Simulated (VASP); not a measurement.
VASP runs on Ba (bcc) share one base input (PBE GGA, plane waves, VASP's PBE PAW potentials (set 64)) and change the settings named in each case.

File POSCAR:
```
Ba
1
   -2.5100000000     2.5100000000     2.5100000000
    2.5100000000    -2.5100000000     2.5100000000
    2.5100000000     2.5100000000    -2.5100000000
Ba
1
Direct
  0.0000000000   0.0000000000   0.0000000000
```

INCAR:
```
! general
SYSTEM  = Ba
PREC    = Accurate
ENCUT   = 400   ! plane-wave cut-off (eV)
LREAL   = .False.
LASPH   = .True.

! electronic loop
EDIFF   = 1E-6   ! SCF stop (eV)
NELM    = 100
ALGO    = Normal   ! blocked Davidson
LMAXMIX = 4   ! l cut-off of mixed one-centre charges

! smearing
ISMEAR  = 1
SIGMA   = 0.1

! functional
GGA     = PE   ! PBE

! ions
ISIF    = 2   ! forces and stress, cell fixed

! output
LWAVE   = .False.
LCHARG  = .False.
```

**KPOINTS**
```
K-points
0
gamma
  9 9 9
0 0 0
```

POTCAR, in this order: Ba_sv (PBE.64 set). Program: vasp_std.

```csv
change,E(σ→0) (eV/atom),pressure (GPa),−TS (eV)
base run,-1.9060,0.07,-0.0018
IVDW = 13,-2.0642,-0.31,-0.0018
IVDW = 11,-2.0222,-0.21,-0.0018
"GGA removed, LMIXTAU = .TRUE., METAGGA = SCAN",-39.5363,0.18,-0.0016
"GGA removed, LMIXTAU = .TRUE., METAGGA = TPSS",-9.5518,-0.05,-0.0018
GGA = 91,-1.9339,___,-0.0018
"GGA removed, LMIXTAU = .TRUE., METAGGA = R2SCAN",-26.4312,___,___
```

Problem. Some entries are withheld; supply them.

Solution. 
- GGA = 91, pressure (GPa): -0.08
- GGA removed, LMIXTAU = .TRUE., METAGGA = R2SCAN, pressure (GPa): 0.33
- GGA removed, LMIXTAU = .TRUE., METAGGA = R2SCAN, −TS (eV): -0.0009

Energies of different potentials or functionals have different zeros. Unless said otherwise, spin-orbit coupling is left out, though it shifts the bands of the heavy elements here.

Left out are runs that ran out of time, are held back, or changed the cell or the kind of run, fixed moments of cells without a moment, rows past the twelfth, gaps on odd meshes, pressures of charged cells and columns that move by less than the noise.

The compound is Ba in the bcc structure. The cell was not relaxed at this level.
